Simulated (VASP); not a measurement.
# SCdClH in VASP: notebook

The runs below take SCdClH through single point, relaxation of the atoms, with PBE.

Everything below comes from runs of VASP 6.6.1. Logs are shortened: lines on timing, memory, paths and dates and some standing lists are left out, and cuts for length are marked.

## Step 1: The undisturbed molecule

The cell holds a molecule in a box, 4 atoms: a = 14.000 Å, b = 12.000 Å, c = 12.000 Å, α = 90.00°, β = 90.00°, γ = 90.00°.

## Step 2: Single point, PBE (atoms moved at random, drawn with an rms of 0.05 Å)

INCAR reads:

```
SYSTEM = CdHSCl
PREC     = Accurate       ! precision mode
ENCUT    = 520            ! plane-wave cutoff, eV
EDIFF    = 1E-7           ! SCF threshold, eV
ISMEAR   = 0              ! smearing method
SIGMA    = 0.01           ! smearing width, eV
LREAL    = .FALSE.        ! projectors in reciprocal space
LASPH    = .TRUE.         ! aspherical terms in the spheres
NELM     = 80             ! most SCF steps
ALGO     = Normal         ! electronic algorithm
ISIF     = 2              ! what is computed and relaxed
LWAVE    = .FALSE.        ! write WAVECAR
LCHARG   = .TRUE.         ! write CHGCAR
GGA      = PE             ! functional
LELF     = .TRUE.         ! ELF
LVHAR    = .TRUE.       
LVACPOTAV= .TRUE.       
NBANDS   = 21             ! bands
```

KPOINTS reads:

```
Automatic mesh
0
G
  1 1 1
  0 0 0
```

POSCAR reads:

```
CdHSCl
1.0
   14.0000000000      0.0000000000      0.0000000000
    0.0000000000     12.0000000000      0.0000000000
    0.0000000000      0.0000000000     12.0000000000
S Cd Cl H
1 1 1 1
Direct
    0.3560800000      0.5107800000      0.4573110000
    0.5040470000      0.4553220000      0.5269460000
    0.6493890000      0.3960010000      0.5959440000
    0.3912920000      0.6063020000      0.4151590000
```

Potentials or basis: VASP PAW PBE potentials, release 64 (S, Cd, Cl, H).

Started as:

```sh
$ cat potpaw_PBE.64/S/POTCAR potpaw_PBE.64/Cd/POTCAR potpaw_PBE.64/Cl/POTCAR potpaw_PBE.64/H/POTCAR > POTCAR
$ mpirun -np 1 vasp_gam > vasp.out
```

OUTCAR:

```text
SYSTEM = CdHSCl
   PREC = Accurate
   ENCUT = 520
   EDIFF = 1E-7
   ISMEAR = 0
   LREAL = .FALSE.
   LASPH = .TRUE.
   NELM = 80
   ISIF = 2
   GGA = PE

 ion  position               nearest neighbor table
   1  0.356  0.511  0.457-   4 1.35   2 2.33
   2  0.504  0.455  0.527-   3 2.31   1 2.33
   3  0.649  0.396  0.596-   2 2.31
   4  0.391  0.606  0.415-   1 1.35

  LATTYP: Found a simple tetragonal cell.
 ALAT       =    12.0000000000
 C/A-ratio  =     1.1666666667

  Lattice vectors:

 A1 = (   0.0000000000,  12.0000000000,   0.0000000000)
 A2 = (   0.0000000000,   0.0000000000,  12.0000000000)
 A3 = (  14.0000000000,   0.0000000000,   0.0000000000)

Analysis of symmetry for initial positions (statically):
=====================================================================
 Subroutine PRICEL returns:
 Original cell was already a primitive cell.

 Routine SETGRP: Setting up the symmetry group for a
 simple tetragonal supercell.

 Subroutine GETGRP returns: Found  1 space group operations
 (whereof  1 operations were pure point group operations)
 out of a pool of 16 trial point group operations.

The static configuration has the point symmetry C_1 .

Analysis of symmetry for dynamics (positions and initial velocities):
=====================================================================
 Subroutine PRICEL returns:
 Original cell was already a primitive cell.

 Routine SETGRP: Setting up the symmetry group for a
 simple tetragonal supercell.

 Subroutine GETGRP returns: Found  1 space group operations
 (whereof  1 operations were pure point group operations)
 out of a pool of 16 trial point group operations.

The dynamic configuration has the point symmetry C_1 .

 Subroutine INISYM returns: Found  1 space group operations
 (whereof  1 operations are pure point group operations),
 and found     1 'primitive' translations

----------------------------------------------------------------------------------------

                                     Primitive cell

  volume of cell :    2016.0000

  direct lattice vectors                    reciprocal lattice vectors
    14.000000000  0.000000000  0.000000000     0.071428571  0.000000000  0.000000000
     0.000000000 12.000000000  0.000000000     0.000000000  0.083333333  0.000000000
     0.000000000  0.000000000 12.000000000     0.000000000  0.000000000  0.083333333

  length of vectors
    14.000000000 12.000000000 12.000000000     0.071428571  0.083333333  0.083333333

  position of ions in fractional coordinates (direct lattice)
     0.356080000  0.510780000  0.457311000
     0.504047000  0.455322000  0.526946000
     0.649389000  0.396001000  0.595944000
     0.391292000  0.606302000  0.415159000

  ion indices of the primitive-cell ions
   primitive index   ion index
                 1           1
                 2           2
                 3           3
                 4           4

----------------------------------------------------------------------------------------

 KPOINTS: Automatic mesh

Automatic generation of k-mesh.
 Grid dimensions read from file:
 generate k-points for:    1    1    1

 Generating k-lattice:

  Cartesian coordinates                     Fractional coordinates (reciprocal lattice)
     0.071428571  0.000000000  0.000000000     1.000000000  0.000000000  0.000000000
     0.000000000  0.083333333  0.000000000     0.000000000  1.000000000  0.000000000
     0.000000000  0.000000000  0.083333333     0.000000000  0.000000000  1.000000000

  Length of vectors
     0.071428571  0.083333333  0.083333333

  Shift w.r.t. Gamma in fractional coordinates (k-lattice)
     0.000000000  0.000000000  0.000000000

 Subroutine IBZKPT returns following result:
 ===========================================

 Found      1 irreducible k-points:

 Following reciprocal coordinates:
            Coordinates               Weight
  0.000000  0.000000  0.000000      1.000000
   k-points           NKPTS =      1   k-points in BZ     NKDIM =      1   number of bands    NBANDS=     21
   number of dos      NEDOS =    301   number of ions     NIONS =      4
   total plane-waves  NPLWV = 874800
   dimension x,y,z NGX =   108 NGY =   90 NGZ =   90
   dimension x,y,z NGXF=   216 NGYF=  180 NGZF=  180
   ions per type =               1   1   1   1
   NGX,Y,Z   is equivalent  to a cutoff of  12.82, 12.47, 12.47 a.u.
   NGXF,Y,Z  is equivalent  to a cutoff of  25.65, 24.94, 24.94 a.u.
 SYSTEM =  CdHSCl
   PREC   = accura    normal or accurate (medium, high low for compatibility)
   ISTART =      0    job   : 0-new  1-cont  2-samecut
   ICHARG =      2    charge: 1-file 2-atom 10-const
   ISPIN  =      1    spin polarized calculation?
   LNONCOLLINEAR =      F non collinear calculations
   LSORBIT =      F    spin-orbit coupling
   LASPH  =      T    aspherical Exc in radial PAW
   ENCUT  =  520.0 eV  38.22 Ry    6.18 a.u.  26.03 22.31 22.31*2*pi/ulx,y,z
   NELM   =     80;   NELMIN=  2; NELMDL= -5     # of ELM steps
   EDIFF  = 0.1E-06   stopping-criterion for ELM
   LREAL  =      F    real-space projection
   EDIFFG = 0.1E-05   stopping-criterion for IOM
   NSW    =      0    number of steps for IOM
   IBRION =     -1    ionic relax: 0-MD 1-quasi-New 2-CG
   NFREE  =      0    steps in history (QN), initial steepest desc. (CG)
   ISIF   =      2    stress and relaxation
   ISYM   =      2    0-nonsym 1-usesym 2-fastsym
   POTIM  = 0.5000    time-step for ionic-motion
   TEBEG  =    0.0;   TEEND  =   0.0 temperature during run
   PSTRESS=    0.0 pullay stress
   NELECT =      26.0000    total number of electrons
   NUPDOWN=      -1.0000    fix difference up-down
   EMIN   =  10.00;   EMAX   =-10.00  energy-range for DOS
   EFERMI =   0.00;   METHOD = LEGACY
   ISMEAR =     0;   SIGMA  =   0.01  broadening in eV -4-tet -1-fermi 0-gaus
   EFERMI_NEDOS =   21; number of points for ismear=-14 and -15
   IALGO  =     38    algorithm
   IMIX   =      4    mixing-type and parameters
     AMIX     =   0.40;   BMIX     =  1.00
     AMIX_MAG =   1.60;   BMIX_MAG =  1.00
  volume/ion in A,a.u.               =     504.00      3401.16
  Fermi-wavevector in a.u.,A,eV,Ry     =   0.383916  0.725495  2.005379  0.147391
  Thomas-Fermi vector in A             =   1.321210
   LORBIT       =      0    0 simple, 1 ext, 2 COOP (PROOUT), +10 PAW based schemes
   GGA     = PE    functional components
   LHFCALC =     F    Hartree Fock is set to
   AEXX    =    0.0000 exact exchange contribution
   IVDW    =     0    specifies the selected vdW correction
   LEPSILON=     F    determine dielectric tensor
   LRPA    =     F    only Hartree local field effects (RPA)
 non-spin polarized calculation
 Gauss-broadening in eV      SIGMA  =   0.01
  energy-cutoff  :      520.00
  volume of cell :     2016.00
 maximum number of plane-waves:     27133
 NGX is ok and might be reduce to   108
   NGX = 53   NGY = 45   NGZ = 45

 number of electron      26.0000002 magnetization

 Free energy of the ion-electron system (eV)
  ---------------------------------------------------
  ext. energy  EPLUGINS =         0.00000000
  ---------------------------------------------------
  free energy    TOTEN  =       -11.46666325 eV

  energy without entropy =      -11.46666325  energy(sigma->0) =      -11.46666325

 E-fermi :  -6.1203     XC(G=0):  -0.7903

 val. band max:       -6.1822106006   @ k =   0.0000   0.0000   0.0000
 cond. band min:      -2.4815717709   @ k =   0.0000   0.0000   0.0000
 fundamental gap:      3.7006388297
 Fermi energy:        -6.1203195740

 k-point     1 :       0.0000    0.0000    0.0000
  band No.  band energies     occupation
      1     -19.5222      2.00000
      2     -17.9104      2.00000
      3     -13.6990      2.00000
      4     -13.5661      2.00000
      5     -13.5303      2.00000
      6     -13.4685      2.00000
      7     -13.4658      2.00000
      8      -9.8007      2.00000
      9      -8.6855      2.00000
     10      -7.6348      2.00000
     11      -7.1836      2.00000
     12      -7.1488      2.00000
     13      -6.1822      2.00000
     14      -2.4816      0.00000
     15      -1.3180      0.00000
     16      -0.9632      0.00000
     17      -0.5029      0.00000
     18       0.1795      0.00000
     19       0.5124      0.00000
     20       0.7436      0.00000
     21       0.8274      0.00000

------------------------ aborting loop because EDIFF is reached ----------------------------------------

  FORCE on cell =-STRESS in cart. coord.  units (eV):
  Direction    XX          YY          ZZ          XY          YZ          ZX
  --------------------------------------------------------------------------------------
  -------------------------------------------------------------------------------------
  Total       -0.0440881      0.0868265     -0.0187678      0.0937825     -0.0448485     -0.0485069
  in kB       -0.0350382      0.0690037     -0.0149153      0.0745318     -0.0356425     -0.0385499
  external PRESSURE =       0.0063501 kB  Pullay stress =       0.0000000 kB

 VOLUME and BASIS-vectors are now :
 -----------------------------------------------------------------------------
  energy-cutoff  :      520.00
  volume of cell :     2016.00
      direct lattice vectors                 reciprocal lattice vectors
    14.000000000  0.000000000  0.000000000     0.071428571  0.000000000  0.000000000
     0.000000000 12.000000000  0.000000000     0.000000000  0.083333333  0.000000000
     0.000000000  0.000000000 12.000000000     0.000000000  0.000000000  0.083333333

 POSITION                                       TOTAL-FORCE (eV/Angst)
 -----------------------------------------------------------------------------------
      4.98512      6.12936      5.48773        -0.182398     -0.083977      0.010142
      7.05666      5.46386      6.32335         0.259033     -0.076997      0.085961
      9.09145      4.75201      7.15133        -0.141725      0.047475     -0.049188
      5.47809      7.27562      4.98191         0.065089      0.113499     -0.046915
 -----------------------------------------------------------------------------------
    total drift:                                0.000092      0.000229     -0.000213

  FREE ENERGIE OF THE ION-ELECTRON SYSTEM (eV)
  ---------------------------------------------------
  free  energy   TOTEN  =       -11.4666632486 eV

  energy  without entropy=      -11.4666632486  energy(sigma->0) =      -11.46666325
```

It took 6.8 min on 1 thread of AMD EPYC, shared host; peak memory 1.4 GiB.

What came out:

```yaml
Free_energy: -11.4667 eV
Largest_force: 0.284 eV/Å
Gap_between_the_frontier_levels: 3.70 eV
```

Forces on the atoms (eV/Å):
```
S   -0.182 -0.084  0.010
Cd   0.259 -0.077  0.086
Cl  -0.142  0.047 -0.049
H    0.065  0.113 -0.047
```

## Step 3: Relaxation of the atoms, PBE (atoms moved at random, drawn with an rms of 0.02 Å)

INCAR reads:

```
SYSTEM = CdHSCl
ALGO     = Normal         ! electronic algorithm
EDIFF    = 1E-6           ! SCF threshold, eV
EDIFFG   = -0.01          ! ionic threshold
ENCUT    = 520            ! plane-wave cutoff, eV
GGA      = PE             ! functional
IBRION   = 2              ! ionic algorithm
ISIF     = 2              ! what is computed and relaxed
ISMEAR   = 0              ! smearing method
LASPH    = .TRUE.         ! aspherical terms in the spheres
LCHARG   = .FALSE.        ! write CHGCAR
LREAL    = .FALSE.        ! projectors in reciprocal space
LWAVE    = .FALSE.        ! write WAVECAR
NELM     = 80             ! most SCF steps
NSW      = 60             ! ionic steps
PREC     = Accurate       ! precision mode
SIGMA    = 0.01           ! smearing width, eV
```

KPOINTS reads:

```
k-points
0
G
  1 1 1
  0 0 0
```

POSCAR reads:

```
CdHSCl
1.0
   14.0000000000      0.0000000000      0.0000000000
    0.0000000000     12.0000000000      0.0000000000
    0.0000000000      0.0000000000     12.0000000000
S Cd Cl H
1 1 1 1
Direct
    0.3546830000      0.5113770000      0.4581390000
    0.5031950000      0.4556510000      0.5253330000
    0.6456270000      0.3996290000      0.5946070000
    0.3905180000      0.6062290000      0.4132070000
```

Potentials or basis: VASP PAW PBE potentials, release 64 (S, Cd, Cl, H).

Started as:

```sh
$ cat potpaw_PBE.64/S/POTCAR potpaw_PBE.64/Cd/POTCAR potpaw_PBE.64/Cl/POTCAR potpaw_PBE.64/H/POTCAR > POTCAR
$ mpirun -np 1 vasp_gam > vasp.out
```

Wall time 30 min (1 thread of AMD EPYC, shared host); peak memory 1.5 GiB.

Results (log left out):

- Free energy: -11.4689 eV
- Energy gained by relaxing: 2.3 meV/atom
- Ionic steps: 15
- Largest force after relaxing: 0.008 eV/Å
- Gap between the frontier levels: 3.69 eV

Forces on the atoms (eV/Å):
```
S   -0.001  0.002 -0.002
Cd  -0.003  0.006 -0.004
Cl   0.004 -0.005  0.004
H    0.000 -0.003  0.002
```

Step by step:
```csv
step,energy change (eV),largest force (eV/Å),pressure (GPa)
1,0.0000,0.4603,0.03
2,-0.0061,0.2802,0.01
3,-0.0065,0.2325,0.02
4,-0.0087,0.0544,0.00
5,-0.0087,0.0586,0.00
6,-0.0088,0.0632,0.00
7,-0.0088,0.0210,0.00
8,-0.0089,0.0180,0.00
9,-0.0090,0.0128,0.00
10,-0.0090,0.0163,0.00
11,-0.0090,0.0127,0.00
12,-0.0090,0.0221,0.00
13,-0.0090,0.0168,0.00
14,-0.0090,0.0126,0.00
15,-0.0090,0.0077,0.00
```

Final structure:
```xyz
4
Lattice="14.0000 0.0000 0.0000 0.0000 12.0000 0.0000 0.0000 0.0000 12.0000" Properties=species:S:1:pos:R:3 pbc="T T T"
S     4.9521    6.1423    5.4857
Cd    7.0388    5.4736    6.3120
Cl    9.0644    4.7816    7.1427
H     5.4609    7.2772    4.9550
```

Levels at points of the mesh, in eV from the valence-band top:
```
           k point  band 9  band 10  band 11  band 12  band 13  band 14  band 15  band 16  band 17
(0.00, 0.00, 0.00)   -2.55    -1.46    -1.05    -1.02     0.00     3.69     4.86     5.20     5.64
```

## Step 4: For comparison

An earlier run on the cell as given: functional PBE; potentials or basis VASP PAW PBE potentials, release 64 (S, Cd, Cl, H); cutoff 520 eV; k mesh 1 × 1 × 1; occupations gaussian, width 0.01 eV; no spin polarisation.

- Largest force: 0.295 eV/Å
- Gap between the frontier levels: 3.78 eV

## Step 5: Overview

```csv
task,cell,gap on the mesh (eV),largest force (eV/Å)
single point,"atoms moved at random, drawn with an rms of 0.05 Å",3.70,0.28
relaxation of the atoms,"atoms relaxed from: atoms moved at random, drawn with an rms of 0.02 Å",3.69,0.01
single point,as given,3.78,0.30
```

Alike in all rows: level PBE; potentials or basis VASP PAW PBE potentials, release 64 (S, Cd, Cl, H); no spin polarisation; k mesh 1 × 1 × 1; cutoff (eV) 520; smearing gaussian 0.01 eV.

Total energies depend on the potentials used, so only differences within one code and one set of settings carry meaning.
